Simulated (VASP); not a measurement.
Energy against volume of PbTe (rock salt). Method: LDA (Ceperley-Alder, Perdew-Zunger), VASP's LDA PAW potentials (set 64) (plane waves; VASP). Numerical set-up: 520 eV cut-off, 7×7×7 Γ-centred mesh, Gaussian smearing of 0.050 eV, potentials Te Pb_d.

| V (Å³/atom) | E (eV/atom) |
|---|---|
| 30.553 | -4.36808 |
| 31.528 | -4.38354 |
| 32.503 | -4.38849 |
| 33.478 | -4.38449 |

Problem. Fit these four points and predict the energy of the run at 34.453 Å³/atom.

Solution. A cubic in V^(−2/3), the third-order Birch-Murnaghan form, passes through the four points with V0 = 32.53 Å³/atom and B0 = 49 GPa, and gives -4.3729 eV/atom there. The run gave -4.3729 eV/atom, -0.1 meV/atom from the fit; all five points give B0 = 49 GPa.

The compound is PbTe in the rock salt structure. It was relaxed first.
